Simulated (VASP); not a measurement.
Calculation: HSE06 screened hybrid, VASP's PBE PAW potentials (set 64) (plane waves; VASP).

VASP input:

### INCAR
```
HFSCREEN=0.2
ALGO=Normal   # blocked Davidson
NELM=50   # most electronic steps
SIGMA=0.05   # width (eV)
EDIFF=1E-5
LWAVE=.FALSE.
LASPH=.TRUE.
GGA=PE   # PBE
AEXX=0.25
LREAL=Auto
ISIF=0
NELMIN=4
LHFCALC=.TRUE.
PRECFOCK=Fast
ISMEAR=0   # Gaussian
SYSTEM=AlC63
NELECT=254.0
LCHARG=.FALSE.
ISYM=0
ENCUT=400   # plane-wave cut-off (eV)
PREC=Normal
```

### POSCAR
```
AlC63
7.1465550
  1.0000000222   0.0000000000   0.0000000000
  0.0000000000   1.0000000222   0.0000000000
  0.0000000000   0.0000000000   1.0000000222
C Al
63 1
Cartesian
  0.4987273913   0.0007992690   0.0008274680
  0.6272447405   0.1208493003   0.1209784737
  0.7497679551   0.2498821174   0.9995229161
  0.8788292571   0.3724173247   0.1209355808
  0.7496911116   0.9994128977   0.2500843524
  0.8788023223   0.1208528533   0.3725768050
  0.9997007009   0.9999069276   0.0000387421
  0.1262557628   0.1238386416   0.1238711415
  0.2495814294   0.2496844188   0.0010010273
  0.3752832696   0.3747925470   0.1235286876
  0.4994289586   0.5001869681   0.0004093030
  0.6248579685   0.6243592412   0.1234779232
  0.7499810754   0.7500550609   0.0009824215
  0.8757930117   0.8732979992   0.1239253668
  0.2494547429   0.0009369219   0.2497237813
  0.3752888153   0.1233326410   0.3748612743
  0.4999575469   0.2489003135   0.2490505922
  0.6467445363   0.3529008570   0.3530738124
  0.7507453326   0.4997153755   0.2490515910
  0.8763005407   0.6243555867   0.3749455837
  0.4994234738   0.0002103185   0.5003484006
  0.6249067502   0.1233332447   0.6245056956
  0.7507647888   0.2489057929   0.4998960407
  0.8763215328   0.3748012465   0.6245434729
  0.7500422188   0.0008777080   0.7502603228
  0.8759006433   0.1237763207   0.8734864802
  0.9989168767   0.5009268493   0.0008085110
  0.1225315124   0.6231264648   0.1205113707
  0.2491491748   0.7504563444   0.9991994833
  0.3764595305   0.8771332532   0.1204601183
  0.0002364815   0.2499410835   0.2500333462
  0.1250286421   0.3747515258   0.3748272897
  0.2443479892   0.5035540264   0.2456745390
  0.3573203539   0.6423526241   0.3525519764
  0.4960518460   0.7552937440   0.2456696516
  0.6248686723   0.8746518178   0.3748344477
  0.9989214678   0.0007822484   0.5010830945
  0.1226438625   0.1204523149   0.6232024079
  0.2444906323   0.2456546749   0.5036155445
  0.3575256932   0.3525497267   0.6422901718
  0.6471013645   0.6422473054   0.6423875977
  0.7540178756   0.7552396942   0.5036817029
  0.8792512655   0.8770509287   0.6232518393
  0.2492659634   0.9991908174   0.7505233759
  0.3766197313   0.1204480237   0.8771838351
  0.4962321411   0.2456258854   0.7553760392
  0.6249836483   0.3746996751   0.8747879784
  0.7540274317   0.5035257407   0.7553627928
  0.8792536114   0.6231102802   0.8771462750
  0.9987176735   0.7500744124   0.2497868176
  0.1237700735   0.8758591206   0.3732707542
  0.9994535931   0.5002263131   0.5003780913
  0.1255413555   0.6238332896   0.6238849434
  0.2459332327   0.7537531244   0.4987187476
  0.3758525089   0.8741814366   0.6238908368
  0.9988481283   0.2496606085   0.7502269735
  0.1239830952   0.3732111772   0.8758678184
  0.2460908146   0.4986826951   0.7537624357
  0.3759025961   0.6237763288   0.8743163015
  0.5009813513   0.7536940811   0.7538185368
  0.6264829209   0.8757682659   0.8759232582
  0.0005533653   0.7504351545   0.7505230540
  0.1263158860   0.8733506497   0.8734107418
  0.4972695162   0.5024750886   0.5023187109
```

### KPOINTS
```
Automatic mesh
0
Gamma
1 1 1
0 0 0
```

POTCAR, in this order: C Al (PBE.64 set). Program: vasp_gam. Read from the step before: WAVECAR.

Output

OUTCAR:
```
 ion  position               nearest neighbor table
   1  0.499  0.001  0.001-  45 1.51  30 1.51   2 1.52  61 1.56
   2  0.627  0.121  0.121-   1 1.52   5 1.54   3 1.54  17 1.58
   3  0.750  0.250  1.000-   4 1.54   2 1.54  47 1.54  26 1.56
   4  0.879  0.372  0.121-  27 1.52  31 1.54   3 1.54  19 1.58
   5  0.750  0.999  0.250-   2 1.54   6 1.54  36 1.54  14 1.56
   6  0.879  0.121  0.373-  37 1.52   5 1.54  31 1.54  23 1.58
   7  1.000  1.000  0.000-  26 1.54   8 1.54  14 1.54  63 1.57
   8  0.126  0.124  0.124-  15 1.53   9 1.54   7 1.54  31 1.56
   9  0.250  0.250  0.001-   8 1.54  10 1.54  57 1.54  45 1.57
  10  0.375  0.375  0.124-  11 1.54   9 1.54  17 1.55  33 1.58
  11  0.499  0.500  0.000-  10 1.54  12 1.54  59 1.54  47 1.55
  12  0.625  0.624  0.123-  11 1.54  13 1.54  19 1.55  35 1.58
  13  0.750  0.750  0.001-  14 1.53  12 1.54  61 1.54  49 1.57
  14  0.876  0.873  0.124-  13 1.53  50 1.54   7 1.54   5 1.56
  15  0.249  0.001  0.250-   8 1.53  16 1.54  51 1.54  30 1.57
  16  0.375  0.123  0.375-  21 1.54  15 1.54  17 1.55  39 1.58
  17  0.500  0.249  0.249-  18 1.49  16 1.55  10 1.55   2 1.58  64 2.56
  18  0.647  0.353  0.353-  17 1.49  19 1.49  23 1.49  64 1.85
  19  0.751  0.500  0.249-  18 1.49  20 1.55  12 1.55   4 1.58  64 2.56
  20  0.876  0.624  0.375-  52 1.54  50 1.54  19 1.55  42 1.58
  21  0.499  0.000  0.500-  16 1.54  22 1.54  55 1.54  36 1.55
  22  0.625  0.123  0.625-  21 1.54  25 1.54  23 1.55  46 1.58
  23  0.751  0.249  0.500-  18 1.49  22 1.55  24 1.55   6 1.58  64 2.56
  24  0.876  0.375  0.625-  52 1.54  56 1.54  23 1.55  48 1.58
  25  0.750  0.001  0.750-  26 1.53  22 1.54  61 1.54  43 1.57
  26  0.876  0.124  0.873-  25 1.53  56 1.54   7 1.54   3 1.56
  27  0.999  0.501  0.001-  49 1.51  28 1.51   4 1.52  57 1.56
  28  0.123  0.623  0.121-  27 1.51  33 1.51  29 1.55  50 1.57
  29  0.249  0.750  0.999-  63 1.53  30 1.55  28 1.55  59 1.56
  30  0.376  0.877  0.120-   1 1.51  35 1.51  29 1.55  15 1.57
  31  0.000  0.250  0.250-   4 1.54   6 1.54  32 1.54   8 1.56
  32  0.125  0.375  0.375-  31 1.54  52 1.55  33 1.56  39 1.56
  33  0.244  0.504  0.246-  34 1.49  28 1.51  32 1.56  10 1.58  64 2.58
  34  0.357  0.642  0.353-  35 1.49  33 1.49  54 1.54  64 1.77
  35  0.496  0.755  0.246-  34 1.49  30 1.51  36 1.56  12 1.58  64 2.57
  36  0.625  0.875  0.375-   5 1.54  21 1.55  35 1.56  42 1.56
  37  0.999  0.001  0.501-  38 1.51  43 1.51   6 1.52  51 1.56
  38  0.123  0.120  0.623-  37 1.51  39 1.51  44 1.55  56 1.57
  39  0.244  0.246  0.504-  40 1.49  38 1.51  32 1.56  16 1.58  64 2.58
...
```

### OSZICAR
```
       N       E                     dE             d eps       ncg     rms          rms(c)
DAV:   1    -0.667641143139E+03   -0.66764E+03   -0.85248E+00   320   0.808E+00    0.108E+01
DAV:   2    -0.667662639281E+03   -0.21496E-01   -0.13559E-01   360   0.931E-01    0.805E+00
DAV:   3    -0.667644756865E+03    0.17882E-01   -0.16971E-02   360   0.366E-01    0.518E+00
DAV:   4    -0.667639941798E+03    0.48151E-02   -0.52424E-03   376   0.194E-01    0.311E+00
DAV:   5    -0.667638563495E+03    0.13783E-02   -0.97737E-04   352   0.862E-02    0.183E+00
DAV:   6    -0.667638158871E+03    0.40462E-03   -0.30743E-04   360   0.495E-02    0.106E+00
DAV:   7    -0.667638044481E+03    0.11439E-03   -0.75308E-05   352   0.246E-02    0.606E-01
DAV:   8    -0.667638010638E+03    0.33843E-04   -0.16753E-05   224   0.124E-02    0.353E-01
DAV:   9    -0.667638001403E+03    0.92348E-05   -0.78029E-06   208   0.888E-03
   1 F= -.66763800E+03 E0= -.66763800E+03  d E =-.355236E-20
```

**OUTCAR**
```
------------------------ aborting loop because EDIFF is reached ----------------------------------------
  volume of cell :      365.00
      direct lattice vectors                 reciprocal lattice vectors
     7.146555159  0.000000000  0.000000000     0.139927556  0.000000000  0.000000000
     0.000000000  7.146555159  0.000000000     0.000000000  0.139927556  0.000000000
     0.000000000  0.000000000  7.146555159     0.000000000  0.000000000  0.139927556
 POSITION                                       TOTAL-FORCE (eV/Angst)
 -----------------------------------------------------------------------------------
      3.56418      0.00571      0.00591        -0.040037      0.002233      0.027406
      4.48264      0.86366      0.86458         0.094323     -0.019136     -0.021093
      5.35826      1.78580      7.14315        -0.011261      0.016525      0.026838
      6.28060      2.66150      0.86427         0.016179     -0.093377     -0.015529
      5.35771      7.14236      1.78724        -0.004113      0.014978      0.000662
      6.28041      0.86368      2.66264         0.019796     -0.015448     -0.097439
      7.14442      7.14589      0.00028         0.006119     -0.005777     -0.002713
      0.90229      0.88502      0.88525        -0.005107      0.004219      0.013146
      1.78365      1.78438      0.00715         0.018018     -0.009340     -0.018326
      2.68198      2.67848      0.88280        -0.000391      0.014663     -0.025418
      3.56920      3.57461      0.00293         0.019469     -0.008691     -0.011262
      4.46558      4.46202      0.88244        -0.019152     -0.000942     -0.017298
      5.35978      5.36031      0.00702         0.007868     -0.010609     -0.011374
      6.25890      6.24107      0.88564        -0.000859      0.019508      0.009167
      1.78274      0.00670      1.78466         0.029060     -0.021165     -0.002916
      2.68202      0.88140      2.67897        -0.000472     -0.011443      0.024096
      3.57297      1.77878      1.77985        -0.049929      0.078391      0.077820
      4.62200      2.52203      2.52326         0.185621     -0.180293     -0.179088
      5.36524      3.57124      1.77986        -0.078183      0.045545      0.077151
      6.26253      4.46199      2.67957         0.010453      0.001300      0.014040
      3.56916      0.00150      3.57577         0.012847      0.003573     -0.016844
      4.46593      0.88141      4.46306        -0.016774     -0.017496      0.000254
      5.36538      1.77882      3.57253        -0.079522      0.080424      0.036308
      6.26268      2.67854      4.46333         0.015904      0.012640     -0.006274
      5.36022      0.00627      5.36178         0.000572     -0.020221     -0.024016
      6.25967      0.88457      6.24242        -0.009097      0.011528      0.004714
      7.13881      3.57990      0.00578        -0.014901      0.042150      0.020705
      0.87568      4.45321      0.86124         0.004749     -0.001504      0.012740
      1.78056      5.36318      7.14083         0.030362     -0.021688      0.001574
      2.69039      6.26848      0.86087         0.010232     -0.007632      0.022487
      0.00169      1.78622      1.78688        -0.025727      0.009091      0.011099
      0.89352      2.67818      2.67872        -0.005976      0.013922      0.017955
      1.74625      3.59868      1.75573        -0.011195      0.011876     -0.023132
      2.55361      4.59061      2.51953         0.091651     -0.100841      0.040728
      3.54506      5.39775      1.75569        -0.002333      0.026546     -0.033635
      4.46566      6.25075      2.67877        -0.004670      0.001592      0.019984
      7.13885      0.00559      3.58102        -0.023064      0.012379      0.031305
      0.87648      0.86082      4.45375         0.001394      0.020001      0.003633
      1.74727      1.75558      3.59912        -0.031571     -0.039446      0.006704
      2.55508      2.51952      4.59016         0.092696      0.030242     -0.079441
      4.62455      4.58986      4.59086        -0.034919     -0.094609     -0.096604
      5.38863      5.39736      3.59959         0.036446      0.025295      0.002477
      6.28362      6.26789      4.45410        -0.015823      0.006821     -0.005839
      1.78139      7.14077      5.36366         0.012519     -0.013564     -0.012349
      2.69153      0.86079      6.26884        -0.011196      0.022894     -0.009674
      3.54635      1.75538      5.39834        -0.023511     -0.030085      0.010522
      4.46648      2.67781      6.25172        -0.021060      0.021667      0.002812
      5.38870      3.59847      5.39824         0.038947      0.008877      0.025552
      6.28363      4.45309      6.26857        -0.018770     -0.003236      0.001593
      7.13739      5.36045      1.78512         0.017119     -0.008257     -0.010541
      0.88453      6.25938      2.66760         0.017267     -0.014377      0.005835
      7.14265      3.57489      3.57598         0.000481     -0.011762     -0.018065
      0.89719      4.45826      4.45863        -0.008426      0.007973      0.016268
      1.75758      5.38674      3.56412        -0.030473      0.030467     -0.003592
      2.68605      6.24739      4.45867        -0.013839      0.006448      0.019224
      7.13832      1.78421      5.36154         0.011324     -0.003759     -0.016849
      0.88605      2.66717      6.25944        -0.009138     -0.001160     -0.002317
      1.75870      3.56386      5.38680        -0.041095     -0.003439      0.031779
      2.68641      4.45785      6.24835        -0.020415      0.020819     -0.001144
      3.58029      5.38632      5.38721         0.010974      0.030797      0.032462
      4.47719      6.25873      6.25983        -0.006978      0.001929     -0.009545
      0.00395      5.36303      5.36365         0.000566     -0.015232     -0.015091
      0.90272      6.24145      6.24188        -0.014926      0.016064      0.014789
      3.55376      3.59097      3.58985        -0.108051      0.111151      0.123581
 -----------------------------------------------------------------------------------
    total drift:                               -0.039950      0.058265      0.051287
  FREE ENERGIE OF THE ION-ELECTRON SYSTEM (eV)
  ---------------------------------------------------
  free  energy   TOTEN  =      -667.6380014032 eV

  energy  without entropy=     -667.6380014032  energy(sigma->0) =     -667.63800140

  exchange ACFDT corr.  =         0.00000000  see jH, gK, PRB 81, 115126
```
(Selected blocks of OUTCAR.)

The cell is charged, with a uniform compensating background. The supercell is sampled at Γ alone, which is coarse: total energies, pressure and levels can be off, energies of defects by several tenths of an eV.

The cell is a supercell with a defect, built from C (diamond): Al_C, charge +1. The cell's shape comes from a PBE relaxation. The run is not spin-polarised, so no state with unpaired spins was tried.
